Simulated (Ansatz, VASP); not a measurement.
# Cross-check of BeSn between VASP and Ansatz, part 2 of 2

Wanted: the spread between two codes on one cell, functional and k mesh. The cell is invented: As first built, before any earlier steps moved the atoms (in the runner's words): it takes the MgZr structure with all of its atoms replaced by other elements, volume scaled by an estimate. It may not be a known or stable phase. The cell is taken from a series of VASP runs on this material, whose earlier steps may have relaxed, scaled or displaced it; both programs get it as it stands.

VASP 6.6.1 and Ansatz 0.2.0.

So far. Step 3 (VASP: band structure, PBE with D4): The run ends at a pressure of 0.13 GPa. Step 5 (Ansatz: single point, PBE with D4): The run ends at a pressure of -0.22 GPa.

## 6. VASP: single point, PBE with D4

Level of this step: PBE with D4; plane waves and PAW (Sn_d, Be); invented cell (VASP).

The same cell, functional, mesh and smearing now go to VASP, with its own data sets and cutoff.

The input, INCAR:

```
SYSTEM = BeSn
PREC = Accurate
ENCUT = 400
EDIFF = 1E-06
NELM = 100
ISMEAR = -5
SIGMA = 0.05
LREAL = .FALSE.
ALGO = Normal
GGA = PE
IVDW = 13
LORBIT = 11
LWAVE = .FALSE.
LCHARG = .FALSE.
NEDOS = 2001
```

The input, POSCAR:

```
BeSn
1.0
    3.0423725544      0.0000000000      0.0000000000
    0.0000000000      3.0423725544      0.0000000000
    0.0000000000      0.0000000000      3.7991708654
Sn Be
1 1
Direct
    0.5000000000      0.5000000000      0.5000000000
    0.0000000000      0.0000000000      0.0000000000
```

The input, KPOINTS:

```
Automatic mesh
0
Gamma
11 11 9
0 0 0
```

PAW data sets: Sn_d and Be (PBE family, release 64).

Run with:

```bash
$ mpirun -np 1 vasp_std
```

Numbers of over 12 decimals in the logs are rounded to 6 here.

Log:

```text
[... set-up lines as in an earlier step ...]
 entering main loop
       N       E                     dE             d eps       ncg     rms          rms(c)
DAV:   1     0.771259751856E+02    0.77126E+02   -0.76311E+03  2568   0.164E+03
DAV:   2    -0.114852571957E+01   -0.78275E+02   -0.75301E+02  2604   0.316E+02
DAV:   3    -0.619595156960E+01   -0.50474E+01   -0.49515E+01  3064   0.791E+01
DAV:   4    -0.630529891120E+01   -0.10935E+00   -0.10954E+00  2960   0.128E+01
[...]
DAV:   9    -0.625994161978E+01    0.32813E-05   -0.58320E-05  3120   0.108E-01    0.172E-02
DAV:  10    -0.625994394296E+01   -0.23232E-05   -0.26684E-06  2816   0.222E-02    0.307E-03
DAV:  11    -0.625994363291E+01    0.31005E-06   -0.33443E-07  1772   0.964E-03
   1 F= -.68838208E+01 E0= -.68838208E+01  d E =0.000000E+00
 -----------------------------------------------------------------------------
|                                                                             |
|           W    W    AA    RRRRR   N    N  II  N    N   GGGG   !!!           |
|           W    W   A  A   R    R  NN   N  II  NN   N  G    G  !!!           |
|           W    W  A    A  R    R  N N  N  II  N N  N  G       !!!           |
|           W WW W  AAAAAA  RRRRR   N  N N  II  N  N N  G  GGG   !            |
|           WW  WW  A    A  R   R   N   NN  II  N   NN  G    G                |
|           W    W  A    A  R    R  N    N  II  N    N   GGGG   !!!           |
|                                                                             |
|     Tetrahedron method does not include variations of the Fermi             |
|     occupations, so forces and stress will be inaccurate. We suggest        |
|     using a different smearing scheme ISMEAR = 1 or 2 for metals in         |
|     relaxations.                                                            |
|                                                                             |
 -----------------------------------------------------------------------------
```

OUTCAR, selected parts (step 6):

```text
  Edisp (eV):   -0.62388

  Total       0.23744     0.23744    -0.66140     0.00000     0.00000     0.00000
  in kB      10.81818    10.81818   -30.13439     0.00000     0.00000     0.00000
  external pressure =       -2.83 kB  Pullay stress =        0.00 kB

  FREE ENERGIE OF THE ION-ELECTRON SYSTEM (eV)
  ---------------------------------------------------
  free  energy   TOTEN  =        -6.8838208206 eV

  energy  without entropy=       -6.8838208206  energy(sigma->0) =       -6.88382082

[... 2 parts as in an earlier step ...]

[... 2 further parts left out ...]
[key lines of the parts left out:]
E-fermi :   8.2467
```

With tetrahedra the forces and stress of a metal are not exact derivatives of the energy.

## 7. Comparison

Both answers:

```csv
quantity,Ansatz,VASP,difference
pressure (GPa),-0.22,-0.28,+0.06
```

Ansatz's pressure holds a Pulay correction of 0.04 GPa; VASP's holds none.

## 8. Ansatz: band structure, PBE with D4, spin-orbit coupling

A single point gives forces, pressure and levels at one fixed geometry, so differences don't come from the geometry; what else differs is listed under the comparison.

The cell is taken from a series of VASP runs on this material, whose earlier steps may have relaxed, scaled or displaced it; both programs get it as it stands.

The input, input.yaml:

```yaml
crystal:
  lattice:
    - [3.0423725544, 0.0, 0.0]
    - [0.0, 3.0423725544, 0.0]
    - [0.0, 0.0, 3.7991708654]
  atoms:
    - { symbol: Sn, position: [0.5, 0.5, 0.5] }
    - { symbol: Be, position: [0.0, 0.0, 0.0] }
hamiltonian:
  xc: pbe
  pseudopotentials: { kind: paw_fr }
  dispersion: d4
magnetization:
  noncollinear: true
  spin_orbit: true
kpoints:
  mp_grid: { grid: [6, 6, 5] }
  band_path:
    path:
      - [0.0, 0.0, 0.0]
      - [0.0, 0.13333, 0.0]
      - [0.0, 0.3, 0.0]
      - [0.0, 0.46667, 0.0]
      - [0.1, 0.5, 0.0]
      - [0.26667, 0.5, 0.0]
      - [0.43333, 0.5, 0.0]
      - [0.43333, 0.43333, 0.0]
      - [0.26667, 0.26667, 0.0]
      - [0.1, 0.1, 0.0]
      - [0.0, 0.0, 0.03333]
      - [0.0, 0.0, 0.2]
      - [0.0, 0.0, 0.36667]
      - [0.0, 0.0, 0.5]
      - [0.0, 0.16667, 0.5]
      - [0.0, 0.3, 0.5]
      - [0.0, 0.46667, 0.5]
      - [0.1, 0.5, 0.5]
      - [0.26667, 0.5, 0.5]
      - [0.43333, 0.5, 0.5]
      - [0.43333, 0.43333, 0.5]
      - [0.26667, 0.26667, 0.5]
      - [0.1, 0.1, 0.5]
      - [0.0, 0.5, 0.03333]
      - [0.0, 0.5, 0.2]
      - [0.0, 0.5, 0.36667]
      - [0.5, 0.5, 0.0]
      - [0.5, 0.5, 0.16667]
      - [0.5, 0.5, 0.33333]
      - [0.5, 0.5, 0.5]
    npoints: 1
scf:
  occupations: { method: fermi_dirac, width: 0.05 }
  n_extra_bands: 14
output:
  forces: true
  stress: true
  eigenvalues: true
```

Run with:

```bash
$ ansatz run input.yaml --threads 2 --pin off --max-ram 4608MiB --backend cpu --events-out ev --progress --plain --runs-dir out
```

Log:

```text
[...]
non-collinear run that drives no moment, with spin-orbit: no starting moment large enough to seed its density (crystal.atoms[].spin), no starting occupations that ask for one, no magnetisation constraint and no magnetic field, so the semilocal B_xc is pinned to zero
Crystal: 2 atoms, lattice volume = 35.165 Å³
[...]
k-point 1: bands = [... 12 lower, 6.1696, 6.1696, 13.8369, 13.8369, 14.1036, 14.1036, 14.3984, 14.3984, ... 10 higher]
  k-point 2: bands = [... 12 lower, 3.7818, 3.7818, 15.1786, 15.1786, 15.4066, 15.4066, 17.1902, 17.1902, ... 10 higher]
  k-point 29: bands = [... 12 lower, 8.2083, 8.2083, 8.5481, 8.5481, 10.7283, 10.7283, 10.9864, 10.9864, ... 10 higher]
[key lines of the parts left out:]
SCF converged after 7 iterations
Magnetization: |M| = 0.0000 μB,  M = (+0.0000, +0.0000, +0.0000) μB
Free energy (F): -6118.363956 eV
Fermi energy:    10.819711 eV
P = ⅓ Tr σ = 0.4191 GPa (4.191 kbar)
```

The job ended after 5.2 s (2 threads of Arm Neoverse V2, shared host; peak memory 0.41 GiB; 9.9 s of CPU time).

## 9. VASP: band structure, PBE with D4, spin-orbit coupling

The same cell, functional, mesh and smearing now go to VASP, with its own data sets and cutoff.

The input, INCAR:

```
SYSTEM = BeSn
PREC = Accurate
ENCUT = 400
EDIFF = 1E-06
NELM = 100
ISMEAR = -1
SIGMA = 0.05
LREAL = .FALSE.
ALGO = Normal
GGA = PE
IVDW = 13
LNONCOLLINEAR = .TRUE.
MAGMOM = 0 0 0 0 0 0
NBANDS = 28
GGA_COMPAT = .FALSE.
LASPH = .TRUE.
LSORBIT = .TRUE.
LORBIT = 11
LWAVE = .FALSE.
LCHARG = .FALSE.
```

POSCAR is that of step 6.

The input, KPOINTS:

```
Automatic mesh
0
Gamma
6 6 5
0 0 0
```

The input, KPOINTS_OPT:

```
Line mode
16
Line-mode
Reciprocal
  0.00000000   0.00000000   0.00000000 GAMMA
  0.00000000   0.50000000   0.00000000 X

  0.00000000   0.50000000   0.00000000 X
  0.50000000   0.50000000   0.00000000 M

  0.50000000   0.50000000   0.00000000 M
  0.00000000   0.00000000   0.00000000 GAMMA

  0.00000000   0.00000000   0.00000000 GAMMA
  0.00000000   0.00000000   0.50000000 Z

  0.00000000   0.00000000   0.50000000 Z
  0.00000000   0.50000000   0.50000000 R

  0.00000000   0.50000000   0.50000000 R
  0.50000000   0.50000000   0.50000000 A

  0.50000000   0.50000000   0.50000000 A
  0.00000000   0.00000000   0.50000000 Z

  0.00000000   0.50000000   0.00000000 X
  0.00000000   0.50000000   0.50000000 R

  0.50000000   0.50000000   0.00000000 M
  0.50000000   0.50000000   0.50000000 A
```

Run with:

```bash
$ mpirun -np 1 vasp_ncl
```

Log:

```text
[... set-up lines as in an earlier step ...]
 entering main loop
       N       E                     dE             d eps       ncg     rms          rms(c)
DAV:   1     0.119853674227E+03    0.11985E+03   -0.66012E+03  1764   0.142E+03
DAV:   2     0.783120593654E+01   -0.11202E+03   -0.10780E+03  1692   0.377E+02
DAV:   3    -0.585580044461E+01   -0.13687E+02   -0.13388E+02  2032   0.116E+02
DAV:   4    -0.631496724695E+01   -0.45917E+00   -0.45816E+00  1964   0.234E+01
[...]
DAV:   9    -0.628490842841E+01    0.30285E-03   -0.27678E-04  2228   0.266E-01    0.220E-02
DAV:  10    -0.628490964831E+01   -0.12199E-05   -0.25613E-05  2088   0.537E-02    0.112E-02
DAV:  11    -0.628490927817E+01    0.37014E-06   -0.10757E-06  1628   0.124E-02
   1 F= -.69087865E+01 E0= -.69042821E+01  d E =-.900878E-02  mag=     0.0000     0.0000     0.0000
 Start KPOINTS_OPT (optional k-point list driver)
k-point batch [1-30\144]
       N       E                     dE             ncg
DAV:   1     0.523454462409E+03   -0.97688E+04     1788
DAV:   2    -0.282829996190E+04   -0.33518E+04     1708
DAV:   3    -0.324140015736E+04   -0.41310E+03     2032
DAV:   4    -0.325539756322E+04   -0.13997E+02     1940
DAV:   5    -0.325578781548E+04   -0.39025E+00     2184
DAV:   6    -0.325580105929E+04   -0.13244E-01     2216
DAV:   7    -0.325580144458E+04   -0.38529E-03     2296
DAV:   8    -0.325580144736E+04   -0.27716E-05     1772
DAV:   9    -0.325580144751E+04   -0.15749E-06     1172
[...]
k-point batch [121-144\144]
       N       E                     dE             ncg
DAV:   1     0.316114521109E+04   -0.14077E+05     1368
DAV:   2     0.425988721612E+03   -0.27352E+04     1388
DAV:   3     0.721669802744E+02   -0.35382E+03     1600
DAV:   4     0.603640973009E+02   -0.11803E+02     1544
DAV:   5     0.599999756328E+02   -0.36412E+00     1924
DAV:   6     0.599946231111E+02   -0.53525E-02     1724
DAV:   7     0.599944635464E+02   -0.15956E-03     1948
DAV:   8     0.599944622494E+02   -0.12970E-05     1268
DAV:   9     0.599944621487E+02   -0.10067E-06     1012
```

OUTCAR, selected parts (step 9):

```text
  Edisp (eV):   -0.62388

  Total       0.44965     0.44965    -0.66050     0.00000     0.00000     0.00000
  in kB      20.48653    20.48653   -30.09326     0.00000     0.00000     0.00000
  external pressure =        3.63 kB  Pullay stress =        0.00 kB

  FREE ENERGIE OF THE ION-ELECTRON SYSTEM (eV)
  ---------------------------------------------------
  free  energy   TOTEN  =        -6.9087864659 eV

  energy  without entropy=       -6.8997776846  energy(sigma->0) =       -6.90428208

 magnetization (x)
# of ion       s       p       d       tot
------------------------------------------
    1       -0.000   0.000  -0.000  -0.000
    2        0.000  -0.000   0.000  -0.000
--------------------------------------------------
tot         -0.000  -0.000  -0.000  -0.000

 magnetization (y)
# of ion       s       p       d       tot
------------------------------------------
    1        0.000   0.000   0.000   0.000
    2       -0.000   0.000   0.000  -0.000
--------------------------------------------------
tot          0.000   0.000   0.000   0.000

 magnetization (z)
# of ion       s       p       d       tot
------------------------------------------
    1       -0.000  -0.000   0.000  -0.000
    2        0.000  -0.000   0.000  -0.000
--------------------------------------------------
tot         -0.000  -0.000   0.000  -0.000

[... 2 parts as in an earlier step ...]

[... 2 further parts left out ...]
[key lines of the parts left out:]
E-fermi :   8.4414
```

The run ends at a pressure of 0.36 GPa.

## 10. Differences

What differs besides the data sets and the points named for the pairs above, as far as they apply: spin-orbit coupling enters by fully relativistic files in Ansatz and inside the spheres in VASP. Total energies have different zeros and are not compared.

Both answers:

| quantity | Ansatz | VASP | difference |
| --- | --- | --- | --- |
| pressure (GPa) | 0.42 | 0.36 | +0.06 |

Levels from 3 eV below to 2 eV above the Fermi level differ by 3 meV r.m.s. and 9 meV at most; each VASP level is matched to the nearest of Ansatz, which flatters the figure a little. Ansatz's pressure holds a Pulay correction of 0.04 GPa; VASP's holds none.

## 11. Results

```yaml
r_m_s_difference_of_levels_near_the_fermi_level_band_structure_pbe_with_d4: 0.78 meV
difference_in_pressure_single_point_pbe_with_d4: 0.060 GPa
r_m_s_difference_of_levels_near_the_fermi_level_band_structure_pbe_with_d4_spin_orbit_coupling: 2.5 meV
```

The difference in pressure is 0.060 GPa (single point, PBE with D4), within the 1 GPa picked in this series as the mark of a large difference. Such differences can come from data sets, numerical settings and the points named under the comparisons, not from the functional's error against experiment.

[Lines on the potential files, build, host, timing and source positions are cut from VASP's logs without a mark.]

[Logs are printed without paths, hosts, clocks, repeated set-up lines and the standing remarks that a program may print on its own settings, such as how far it seeks lower states.]

[Hosts, paths, dates, database ids (printed as entryN), source tags and the programs' standing remarks are cut or masked in the printed files.]
